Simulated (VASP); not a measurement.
These are LDA (Ceperley-Alder, Perdew-Zunger), VASP's LDA PAW potentials (set 64) (plane waves; VASP) values and carry that method's errors.

VASP ran on this input.

### KPOINTS
```
Automatic mesh
0
Gamma
5 5 7
0 0 0
```

POSCAR:
```
Hg
1
    5.4667000000     0.0000000000     0.0000000000
   -2.7333500000     4.7343010000     0.0000000000
    0.0000000000     0.0000000000     3.1852200000
Hg
3
Direct
  0.3030270000   0.6589520000   0.4828880000
  0.6780850000   0.3406730000   0.4974520000
  0.0188880000   0.0003750000   0.0196590000
```

### INCAR
```
SYSTEM  =  Hg
PREC  =  Accurate; ENCUT  =  300; LREAL  =  .FALSE.
LASPH  =  .TRUE.
EDIFF  =  1E-8; NELM  =  100; ALGO  =  Normal
LMAXMIX  =  6
ISMEAR  =  -1; SIGMA  =  0.1
IBRION  =  8; NSW  =  1; ISIF  =  2
LWAVE  =  .FALSE.; LCHARG  =  .FALSE.
LEPSILON  =  .FALSE.
```

POTCAR, in this order: Hg (LDA.64 set). Program: vasp_std.

What VASP printed:

OSZICAR:
```
...
       N       E                     dE             d eps       ncg     rms          rms(c)
RMM:   1    -0.363037525809E+00   -0.36304E+00   -0.15400E-01  6018   0.270E+00
RMM:   2    -0.362895712244E+00    0.14181E-03   -0.61607E-04  5815   0.194E-01    0.379E-02
RMM:   3    -0.362506174857E+00    0.38954E-03   -0.24449E-05  5516   0.271E-02    0.201E-02
RMM:   4    -0.362154488772E+00    0.35169E-03   -0.19849E-05  5888   0.227E-02    0.473E-03
RMM:   5    -0.362126334044E+00    0.28155E-04   -0.88362E-07  5901   0.550E-03    0.924E-04
RMM:   6    -0.362114916310E+00    0.11418E-04   -0.92241E-08  5889   0.164E-03    0.165E-04
RMM:   7    -0.362115865360E+00   -0.94905E-06   -0.19500E-09  6255   0.241E-04    0.618E-05
RMM:   8    -0.362115694030E+00    0.17133E-06   -0.16023E-10  6055   0.791E-05    0.104E-05
RMM:   9    -0.362115710287E+00   -0.16257E-07   -0.30147E-11  6340   0.174E-05    0.627E-06
RMM:  10    -0.362115708206E+00    0.20804E-08   -0.25494E-11  5361   0.619E-06    0.169E-06
 Linear response progress:
  Degree of freedom:   4/  9
       N       E                     dE             d eps       ncg     rms          rms(c)
RMM:   1    -0.386963527764E+00   -0.38696E+00   -0.16223E-01  6167   0.276E+00
RMM:   2    -0.385482091429E+00    0.14814E-02   -0.89934E-04  5867   0.235E-01    0.630E-02
RMM:   3    -0.385119498727E+00    0.36259E-03   -0.49827E-05  5648   0.354E-02    0.382E-02
RMM:   4    -0.384862697297E+00    0.25680E-03   -0.22189E-05  6181   0.224E-02    0.123E-02
RMM:   5    -0.384836459248E+00    0.26238E-04   -0.16119E-06  6207   0.672E-03    0.101E-03
RMM:   6    -0.384828250750E+00    0.82085E-05   -0.88248E-08  6246   0.156E-03    0.334E-04
RMM:   7    -0.384830706013E+00   -0.24553E-05   -0.10891E-08  6270   0.495E-04    0.940E-05
RMM:   8    -0.384830589967E+00    0.11605E-06    0.27566E-10  6327   0.944E-05    0.264E-05
RMM:   9    -0.384830573242E+00    0.16725E-07    0.50802E-11  6333   0.375E-05    0.953E-06
RMM:  10    -0.384830582434E+00   -0.91923E-08   -0.28063E-10  6280   0.122E-05    0.256E-06
 Linear response progress:
  Degree of freedom:   5/  9
       N       E                     dE             d eps       ncg     rms          rms(c)
RMM:   1    -0.386871196170E+00   -0.38687E+00   -0.16214E-01  6154   0.276E+00
RMM:   2    -0.385572079733E+00    0.12991E-02   -0.86910E-04  5882   0.232E-01    0.537E-02
RMM:   3    -0.385213251996E+00    0.35883E-03   -0.49904E-05  5689   0.351E-02    0.316E-02
RMM:   4    -0.384968831593E+00    0.24442E-03   -0.20279E-05  6160   0.215E-02    0.109E-02
RMM:   5    -0.384933438343E+00    0.35393E-04   -0.13196E-06  6208   0.620E-03    0.863E-04
RMM:   6    -0.384925391360E+00    0.80470E-05   -0.12850E-07  6209   0.180E-03    0.332E-04
RMM:   7    -0.384927781838E+00   -0.23905E-05   -0.11646E-08  6201   0.550E-04    0.935E-05
RMM:   8    -0.384927658769E+00    0.12307E-06   -0.12375E-10  6359   0.897E-05    0.272E-05
RMM:   9    -0.384927564551E+00    0.94217E-07   -0.19807E-10  6313   0.443E-05    0.756E-06
RMM:  10    -0.384927561775E+00    0.27770E-08   -0.24334E-10  6259   0.907E-06    0.264E-06
 Linear response progress:
  Degree of freedom:   6/  9
       N       E                     dE             d eps       ncg     rms          rms(c)
RMM:   1    -0.363006879390E+00   -0.36301E+00   -0.15368E-01  6000   0.269E+00
RMM:   2    -0.362923044503E+00    0.83835E-04   -0.61200E-04  5834   0.192E-01    0.375E-02
RMM:   3    -0.362533808091E+00    0.38924E-03   -0.24271E-05  5500   0.268E-02    0.198E-02
RMM:   4    -0.362182162747E+00    0.35165E-03   -0.19630E-05  5871   0.225E-02    0.463E-03
RMM:   5    -0.362151797363E+00    0.30365E-04   -0.99840E-07  5873   0.580E-03    0.112E-03
RMM:   6    -0.362142532956E+00    0.92644E-05   -0.12436E-07  5897   0.189E-03    0.180E-04
RMM:   7    -0.362143248490E+00   -0.71553E-06   -0.17648E-09  6237   0.229E-04    0.491E-05
RMM:   8    -0.362143134696E+00    0.11379E-06    0.23348E-11  6109   0.583E-05    0.128E-05
RMM:   9    -0.362143140188E+00   -0.54916E-08   -0.67718E-11  6255   0.199E-05    0.601E-06
 Linear response progress:
  Degree of freedom:   7/  9
       N       E                     dE             d eps       ncg     rms          rms(c)
RMM:   1    -0.386797449404E+00   -0.38680E+00   -0.16253E-01  6161   0.266E+00
RMM:   2    -0.385938940750E+00    0.85851E-03   -0.77280E-04  5856   0.205E-01    0.391E-02
RMM:   3    -0.385638036742E+00    0.30090E-03   -0.39814E-05  5746   0.302E-02    0.228E-02
RMM:   4    -0.385442788821E+00    0.19525E-03   -0.13677E-05  6147   0.165E-02    0.865E-03
RMM:   5    -0.385408003349E+00    0.34785E-04   -0.84238E-07  6193   0.498E-03    0.865E-04
RMM:   6    -0.385397615286E+00    0.10388E-04   -0.87766E-08  6166   0.145E-03    0.226E-04
RMM:   7    -0.385399390407E+00   -0.17751E-05   -0.59209E-09  6226   0.396E-04    0.706E-05
RMM:   8    -0.385399162022E+00    0.22839E-06   -0.17540E-10  6333   0.679E-05    0.236E-05
RMM:   9    -0.385399049918E+00    0.11210E-06   -0.41004E-11  6274   0.350E-05    0.732E-06
RMM:  10    -0.385399056862E+00   -0.69435E-08   -0.11092E-10  6239   0.105E-05    0.204E-06
 Linear response progress:
  Degree of freedom:   8/  9
       N       E                     dE             d eps       ncg     rms          rms(c)
RMM:   1    -0.386896005687E+00   -0.38690E+00   -0.16304E-01  6155   0.267E+00
RMM:   2    -0.385880277367E+00    0.10157E-02   -0.81407E-04  5856   0.211E-01    0.363E-02
RMM:   3    -0.385581480386E+00    0.29880E-03   -0.38996E-05  5744   0.294E-02    0.202E-02
RMM:   4    -0.385388824277E+00    0.19266E-03   -0.12721E-05  6173   0.158E-02    0.760E-03
RMM:   5    -0.385349216730E+00    0.39608E-04   -0.83268E-07  6231   0.487E-03    0.761E-04
RMM:   6    -0.385340809761E+00    0.84070E-05   -0.10674E-07  6197   0.159E-03    0.250E-04
RMM:   7    -0.385342853613E+00   -0.20439E-05   -0.10542E-08  6188   0.484E-04    0.827E-05
RMM:   8    -0.385342639196E+00    0.21442E-06    0.73217E-11  6296   0.777E-05    0.284E-05
RMM:   9    -0.385342491860E+00    0.14734E-06   -0.46580E-11  6229   0.522E-05    0.864E-06
RMM:  10    -0.385342502353E+00   -0.10493E-07   -0.30477E-10  6203   0.106E-05    0.297E-06
RMM:  11    -0.385342497147E+00    0.52061E-08   -0.10081E-09  4803   0.374E-06    0.541E-07
 Linear response progress:
  Degree of freedom:   9/  9
       N       E                     dE             d eps       ncg     rms          rms(c)
RMM:   1    -0.363131098905E+00   -0.36313E+00   -0.15434E-01  5952   0.260E+00
RMM:   2    -0.363105800177E+00    0.25299E-04   -0.63852E-04  5818   0.183E-01    0.351E-02
RMM:   3    -0.362718258844E+00    0.38754E-03   -0.24435E-05  5498   0.258E-02    0.185E-02
RMM:   4    -0.362370900555E+00    0.34736E-03   -0.19215E-05  5838   0.213E-02    0.452E-03
RMM:   5    -0.362343060843E+00    0.27840E-04   -0.93382E-07  5850   0.549E-03    0.100E-03
RMM:   6    -0.362332604248E+00    0.10457E-04   -0.10941E-07  5891   0.172E-03    0.174E-04
RMM:   7    -0.362333610648E+00   -0.10064E-05   -0.19976E-09  6271   0.229E-04    0.536E-05
RMM:   8    -0.362333324260E+00    0.28639E-06   -0.24638E-10  6057   0.662E-05    0.148E-05
RMM:   9    -0.362333313992E+00    0.10268E-07   -0.34820E-11  6252   0.258E-05    0.689E-06
RMM:  10    -0.362333312962E+00    0.10301E-08   -0.82737E-11  5530   0.725E-06    0.158E-06
 Linear response finished
```

File OUTCAR:
```
------------------------ aborting loop because EDIFF is reached ----------------------------------------

   1 f  =    2.145100 THz    13.478058 2PiTHz   71.552821 cm-1     8.871415 meV
             X         Y         Z           dx          dy          dz
     -0.144589  3.119677  1.538105    -0.580412   -0.352377    0.006744
      2.775709  1.612849  1.584494     0.602738    0.413761   -0.008706
      0.102230  0.001775  0.062618    -0.023774   -0.061377    0.002774

   2 f  =    1.178667 THz     7.405785 2PiTHz   39.316107 cm-1     4.874574 meV
             X         Y         Z           dx          dy          dz
     -0.144589  3.119677  1.538105     0.423264   -0.589704    0.026014
      2.775709  1.612849  1.584494     0.034985    0.088482    0.004736
      0.102230  0.001775  0.062618    -0.459032    0.501604   -0.032061

   3 f  =    0.778575 THz     4.891934 2PiTHz   25.970483 cm-1     3.219928 meV
             X         Y         Z           dx          dy          dz
     -0.144589  3.119677  1.538105     0.293684   -0.195211   -0.006278
      2.775709  1.612849  1.584494    -0.357843    0.695951    0.000296
      0.102230  0.001775  0.062618     0.072958   -0.507808    0.003501

   4 f  =    0.512105 THz     3.217649 2PiTHz   17.081975 cm-1     2.117894 meV
             X         Y         Z           dx          dy          dz
     -0.144589  3.119677  1.538105     0.243911    0.394003    0.038328
      2.775709  1.612849  1.584494     0.401099   -0.004075    0.021026
      0.102230  0.001775  0.062618    -0.677517   -0.396961   -0.076505

   5 f  =    0.198215 THz     1.245423 2PiTHz    6.611746 cm-1     0.819752 meV
             X         Y         Z           dx          dy          dz
     -0.144589  3.119677  1.538105    -0.030484   -0.004238    0.944519
      2.775709  1.612849  1.584494    -0.041224   -0.010549   -0.309450
      0.102230  0.001775  0.062618     0.002394   -0.012260    0.095971

   6 f/i=    0.003160 THz     0.019855 2PiTHz    0.105405 cm-1     0.013069 meV
             X         Y         Z           dx          dy          dz
     -0.144589  3.119677  1.538105    -0.001044   -0.578000   -0.020701
      2.775709  1.612849  1.584494     0.000922   -0.579702   -0.021540
      0.102230  0.001775  0.062618     0.004505   -0.572846   -0.028194

   7 f/i=    0.010043 THz     0.063100 2PiTHz    0.334989 cm-1     0.041533 meV
             X         Y         Z           dx          dy          dz
     -0.144589  3.119677  1.538105    -0.578065   -0.007324   -0.053839
      2.775709  1.612849  1.584494    -0.585076    0.004092   -0.054335
      0.102230  0.001775  0.062618    -0.559725    0.006165   -0.065383

   8 f/i=    0.090269 THz     0.567179 2PiTHz    3.011063 cm-1     0.373324 meV
             X         Y         Z           dx          dy          dz
     -0.144589  3.119677  1.538105    -0.044409   -0.020546    0.177004
      2.775709  1.612849  1.584494    -0.040552   -0.020158    0.747396
      0.102230  0.001775  0.062618    -0.075295   -0.025047    0.631923

   9 f/i=    0.408388 THz     2.565979 2PiTHz   13.622363 cm-1     1.688957 meV
             X         Y         Z           dx          dy          dz
     -0.144589  3.119677  1.538105     0.034124    0.012497   -0.266450
      2.775709  1.612849  1.584494     0.029876   -0.004447   -0.584537
      0.102230  0.001775  0.062618    -0.073378   -0.014558    0.761244

 ELASTIC MODULI CONTR FROM IONIC RELAXATION (kBar)
 Direction    XX          YY          ZZ          XY          YZ          ZX
 --------------------------------------------------------------------------------
 XX        -147.1858    -34.7106    -50.1509    -45.9042      1.6504     -5.1434
 YY         -34.7106    -49.6156    -22.6296    -29.2104      0.1989     -4.3156
 ZZ         -50.1509    -22.6296    -34.7953     -3.9193     -0.5469     -9.0608
 XY         -45.9042    -29.2104     -3.9193    -43.4912     -3.3377     -6.7706
 YZ           1.6504      0.1989     -0.5469     -3.3377     -9.1812    -20.9669
 ZX          -5.1434     -4.3156     -9.0608     -6.7706    -20.9669    -53.1921
 --------------------------------------------------------------------------------
```
(Selected blocks of OUTCAR.)

The structure comes from a computed database's Hg entry; how it stands against other phases isn't given here. The cell was not relaxed at this level, atoms are displaced from their ideal sites. The run is one of a series of settings (EDIFF = 1E-8, IBRION = 8, LEPSILON = .FALSE., NSW = 1 against the base run), some of them coarse on purpose.
